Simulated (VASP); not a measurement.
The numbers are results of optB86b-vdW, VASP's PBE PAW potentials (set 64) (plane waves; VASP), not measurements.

VASP input:

KPOINTS:
```
kpoints
0
G
  9 9 6
0 0 0
```

INCAR:
```
AGGAC = 0.0
ALGO = Normal
EDIFF = 1E-6
EDIFFG = -0.02
ENCUT = 520
GGA = MK
IBRION = 2
ISIF = 3
ISMEAR = 1
LASPH = .TRUE.
LCHARG = .FALSE.
LMAXMIX = 6
LREAL = .FALSE.
LUSE_VDW = .TRUE.
LWAVE = .FALSE.
NELM = 100
NSW = 60
PARAM1 = 0.1234
PARAM2 = 1.0
PREC = Accurate
SIGMA = 0.1
SYSTEM = PtSe2
```

**POSCAR**
```
PtSe2
1
    1.8862792961    -3.2671318304    -0.0000000000
    1.8862792961     3.2671318304     0.0000000000
    0.0000000000     0.0000000000     4.8894208521
Pt Se
1 2
Direct
  0.0000000000   0.0000000000   0.0000000000
  0.3333330000   0.6666670000   0.2564063795
  0.6666670000   0.3333330000   0.7435936205
```

POTCAR, in this order: Pt Se (PBE.64 set). Program: vasp_std.

Output of the run:

**OUTCAR**
```
 ion  position               nearest neighbor table
   1  0.000  0.000  0.000-   2 2.51   3 2.51   3 2.51   2 2.51   3 2.51   2 2.51
   2  0.333  0.667  0.256-   1 2.51   1 2.51   1 2.51
   3  0.667  0.333  0.744-   1 2.51   1 2.51   1 2.51
  LATTYP: Found a hexagonal cell.
 ALAT       =     3.7725588107
 C/A-ratio  =     1.2960489412
 Subroutine PRICEL returns:
 Original cell was already a primitive cell.
 Subroutine GETGRP returns: Found 12 space group operations
The static configuration has the point symmetry D_3d.
The dynamic configuration has the point symmetry D_3d.
 Subroutine INISYM returns: Found 12 space group operations
 Subroutine IBZKPT returns following result:
 Found     62 irreducible k-points:

 Following reciprocal coordinates:
            Coordinates               Weight
  0.000000  0.000000  0.000000      1.000000
  0.111111  0.000000  0.000000      6.000000
  0.222222 -0.000000  0.000000      6.000000
  0.333333  0.000000  0.000000      6.000000
  0.444444 -0.000000  0.000000      6.000000
  0.111111  0.111111  0.000000      6.000000
  0.222222  0.111111  0.000000     12.000000
  0.333333  0.111111  0.000000     12.000000
  0.444444  0.111111  0.000000      6.000000
  0.222222  0.222222  0.000000      6.000000
  0.333333  0.222222  0.000000     12.000000
  0.333333  0.333333  0.000000      2.000000
  0.000000  0.000000  0.166667      2.000000
  0.111111  0.000000  0.166667      6.000000
  0.000000  0.111111  0.166667      6.000000
  0.222222 -0.000000  0.166667      6.000000
 -0.000000  0.222222  0.166667      6.000000
  0.333333  0.000000  0.166667      6.000000
  0.000000  0.333333  0.166667      6.000000
  0.444444 -0.000000  0.166667      6.000000
 -0.000000  0.444444  0.166667      6.000000
  0.111111  0.111111  0.166667     12.000000
  0.222222  0.111111  0.166667     12.000000
 -0.111111  0.333333  0.166667     12.000000
  0.333333  0.111111  0.166667     12.000000
 -0.111111  0.444444  0.166667     12.000000
  0.444444  0.111111  0.166667     12.000000
  0.222222  0.222222  0.166667     12.000000
  0.333333  0.222222  0.166667     12.000000
 -0.222222 -0.444444  0.166667     12.000000
  0.333333  0.333333  0.166667      4.000000
  0.000000  0.000000  0.333333      2.000000
  0.111111  0.000000  0.333333      6.000000
  0.000000  0.111111  0.333333      6.000000
  0.222222 -0.000000  0.333333      6.000000
 -0.000000  0.222222  0.333333      6.000000
  0.333333  0.000000  0.333333      6.000000
  0.000000  0.333333  0.333333      6.000000
  0.444444 -0.000000  0.333333      6.000000
 -0.000000  0.444444  0.333333      6.000000
   k-points           NKPTS =     62   k-points in BZ     NKDIM =     62   number of bands    NBANDS=     15
   number of dos      NEDOS =    301   number of ions     NIONS =      3
   total plane-waves  NPLWV =  28224
   dimension x,y,z NGX =    28 NGY =   28 NGZ =   36
   dimension x,y,z NGXF=    56 NGYF=   56 NGZF=   72
   ions per type =               1   2
   PREC   = accura    normal or accurate (medium, high low for compatibility)
   ISTART =      0    job   : 0-new  1-cont  2-samecut
   ICHARG =      2    charge: 1-file 2-atom 10-const
   ISPIN  =      1    spin polarized calculation?
   LNONCOLLINEAR =      F non collinear calculations
   LSORBIT =      F    spin-orbit coupling
   INIWAV =      1    electr: 0-lowe 1-rand  2-diag
   ENCUT  =  520.0 eV  38.22 Ry    6.18 a.u.   7.01  7.01  9.09*2*pi/ulx,y,z
   NELM   =    100;   NELMIN=  2; NELMDL= -5     # of ELM steps
   EDIFF  = 0.1E-05   stopping-criterion for ELM
   LREAL  =      F    real-space projection
...
```

### OSZICAR
```
       N       E                     dE             d eps       ncg     rms          rms(c)
DAV:   1     0.120874219572E+03    0.12087E+03   -0.10253E+04  1900   0.129E+03
DAV:   2    -0.471435194396E+01   -0.12559E+03   -0.12274E+03  2393   0.238E+02
DAV:   3    -0.959019266753E+01   -0.48758E+01   -0.48395E+01  2273   0.501E+01
DAV:   4    -0.962815044975E+01   -0.37958E-01   -0.37382E-01  2245   0.481E+00
DAV:   5    -0.962859875857E+01   -0.44831E-03   -0.44833E-03  2357   0.479E-01    0.126E+01
DAV:   6    -0.907777792951E+01    0.55082E+00   -0.52135E+00  1888   0.225E+01    0.784E+00
DAV:   7    -0.887138213898E+01    0.20640E+00   -0.98252E-01  1895   0.107E+01    0.380E+00
DAV:   8    -0.885487780402E+01    0.16504E-01   -0.65406E-02  1916   0.192E+00    0.897E-01
DAV:   9    -0.885128761704E+01    0.35902E-02   -0.10919E-02  2084   0.112E+00    0.180E-01
DAV:  10    -0.885145858109E+01   -0.17096E-03   -0.13401E-03  2119   0.275E-01    0.434E-02
DAV:  11    -0.885146374045E+01   -0.51594E-05   -0.48616E-05  2301   0.713E-02    0.229E-02
DAV:  12    -0.885146352884E+01    0.21160E-06   -0.11159E-05  2049   0.294E-02    0.254E-03
DAV:  13    -0.885146390996E+01   -0.38112E-06   -0.50656E-07  1259   0.574E-03
   1 F= -.88514639E+01 E0= -.88514505E+01  d E =-.885146E+01
       N       E                     dE             d eps       ncg     rms          rms(c)
DAV:   1    -0.948119753681E+01   -0.62973E+00   -0.12586E+01  1937   0.318E+01    0.546E+00
DAV:   2    -0.899809246921E+01    0.48311E+00   -0.31035E+00  1888   0.194E+01    0.386E+00
DAV:   3    -0.884991296266E+01    0.14818E+00   -0.37390E-01  1986   0.669E+00    0.175E+00
DAV:   4    -0.882574009184E+01    0.24173E-01   -0.12061E-01  1944   0.212E+00    0.685E-01
DAV:   5    -0.882627181373E+01   -0.53172E-03   -0.27428E-03  2119   0.486E-01    0.419E-01
DAV:   6    -0.882609353018E+01    0.17828E-03   -0.13070E-03  2091   0.330E-01    0.281E-02
DAV:   7    -0.882610797168E+01   -0.14442E-04   -0.10874E-04  2231   0.772E-02    0.150E-02
DAV:   8    -0.882610899713E+01   -0.10254E-05   -0.31356E-06  2147   0.162E-02    0.522E-03
DAV:   9    -0.882610908267E+01   -0.85548E-07   -0.43698E-07  1112   0.600E-03
   2 F= -.88261091E+01 E0= -.88261560E+01  d E =0.253548E-01
       N       E                     dE             d eps       ncg     rms          rms(c)
DAV:   1    -0.910881280611E+01   -0.28270E+00   -0.46485E+00  1944   0.196E+01    0.322E+00
DAV:   2    -0.893228843430E+01    0.17652E+00   -0.11741E+00  1916   0.111E+01    0.187E+00
DAV:   3    -0.888058077108E+01    0.51708E-01   -0.13168E-01  1958   0.404E+00    0.605E-01
DAV:   4    -0.887264265942E+01    0.79381E-02   -0.48565E-02  1993   0.127E+00    0.256E-01
DAV:   5    -0.887240464448E+01    0.23801E-03   -0.15461E-03  2056   0.403E-01    0.196E-01
DAV:   6    -0.887252217913E+01   -0.11753E-03   -0.29834E-04  2196   0.131E-01    0.176E-02
DAV:   7    -0.887252175009E+01    0.42903E-06   -0.13332E-05  2196   0.357E-02    0.916E-03
DAV:   8    -0.887252102777E+01    0.72233E-06   -0.24547E-06  1616   0.171E-02
   3 F= -.88725210E+01 E0= -.88725268E+01  d E =-.210571E-01
       N       E                     dE             d eps       ncg     rms          rms(c)
DAV:   1    -0.887256290459E+01   -0.41154E-04   -0.77938E-04  1965   0.253E-01    0.415E-02
DAV:   2    -0.887253320746E+01    0.29697E-04   -0.20108E-04  1923   0.151E-01    0.270E-02
DAV:   3    -0.887252444150E+01    0.87660E-05   -0.22759E-05  1993   0.530E-02    0.101E-02
DAV:   4    -0.887252347790E+01    0.96359E-06   -0.86906E-06  1965   0.167E-02
   4 F= -.88725235E+01 E0= -.88725292E+01  d E =-.210596E-01
       N       E                     dE             d eps       ncg     rms          rms(c)
DAV:   1    -0.887718053986E+01   -0.46561E-02   -0.15511E-01  1874   0.287E+00    0.238E-01
DAV:   2    -0.887529683736E+01    0.18837E-02   -0.46445E-03  2091   0.468E-01    0.122E-01
DAV:   3    -0.887490977076E+01    0.38707E-03   -0.15578E-03  2168   0.313E-01    0.603E-02
DAV:   4    -0.887487680226E+01    0.32969E-04   -0.14431E-04  2196   0.110E-01    0.313E-02
DAV:   5    -0.887487274089E+01    0.40614E-05   -0.18766E-05  2021   0.351E-02    0.119E-02
DAV:   6    -0.887487312244E+01   -0.38155E-06   -0.30339E-06  2000   0.118E-02
   5 F= -.88748731E+01 E0= -.88749176E+01  d E =-.234964E-02
       N       E                     dE             d eps       ncg     rms          rms(c)
DAV:   1    -0.887873204832E+01   -0.38593E-02   -0.19355E-01  1874   0.321E+00    0.265E-01
DAV:   2    -0.887639139768E+01    0.23407E-02   -0.58071E-03  2091   0.522E-01    0.136E-01
DAV:   3    -0.887591122029E+01    0.48018E-03   -0.19509E-03  2161   0.346E-01    0.661E-02
DAV:   4    -0.887587498084E+01    0.36239E-04   -0.16846E-04  2217   0.119E-01    0.349E-02
DAV:   5    -0.887587006060E+01    0.49202E-05   -0.22030E-05  2014   0.382E-02    0.133E-02
DAV:   6    -0.887587056471E+01   -0.50411E-06   -0.37879E-06  2028   0.132E-02
   6 F= -.88758706E+01 E0= -.88759636E+01  d E =-.334709E-02
```

**OUTCAR**
```
------------------------ aborting loop because EDIFF is reached ----------------------------------------
  FORCE on cell =-STRESS in cart. coord.  units (eV):
  Direction    XX          YY          ZZ          XY          YZ          ZX
  --------------------------------------------------------------------------------------
  Total        0.0079293      0.0079293      0.0480479      0.0000000     -0.0000000      0.0000000
  in kB        0.2062536      0.2062536      1.2497954      0.0000000     -0.0000000      0.0000000
  external PRESSURE =       0.5541009 kB  Pullay stress =       0.0000000 kB
  volume of cell :       61.60
      direct lattice vectors                 reciprocal lattice vectors
     1.890963505 -3.275245120  0.000000000     0.264415468 -0.152660330 -0.000000000
     1.890963505  3.275245120 -0.000000000     0.264415468  0.152660330  0.000000000
     0.000000000 -0.000000000  4.972659001    -0.000000000  0.000000000  0.201099653
 POSITION                                       TOTAL-FORCE (eV/Angst)
 -----------------------------------------------------------------------------------
      0.00000      0.00000      0.00000         0.000000      0.000000      0.000000
      1.89096      1.09175      1.29447        -0.000000     -0.000000     -0.005260
      1.89096     -1.09175      3.67819         0.000000      0.000000      0.005260
 -----------------------------------------------------------------------------------
    total drift:                               -0.000000      0.000000      0.000000
  FREE ENERGIE OF THE ION-ELECTRON SYSTEM (eV)
  ---------------------------------------------------
  free  energy   TOTEN  =        -8.8758705647 eV

  energy  without entropy=       -8.8761496067  energy(sigma->0) =       -8.87596358

 reached required accuracy - stopping structural energy minimisation
```
(Selected blocks of OUTCAR.)

**CONTCAR**
```
PtSe2
   1.00000000000000
     1.8909635050346254   -3.2752451200698136    0.0000000000000000
     1.8909635050346254    3.2752451200698136   -0.0000000000000000
     0.0000000000000000   -0.0000000000000000    4.9726590008183500
  Pt              Se
     1     2
Direct
     0.0000000000000000    0.0000000000000000    0.0000000000000000
     0.3333330000000032    0.6666669999999968    0.2603164899061696
     0.6666669999999968    0.3333330000000032    0.7396835100938304
```

Energy and stress use the plane-wave basis of the starting cell.

The compound is PtSe2 in the 1T layered structure. This run relaxes it. Symmetry was kept, so distortions that lower it aren't found. The start is the result of an earlier pass.
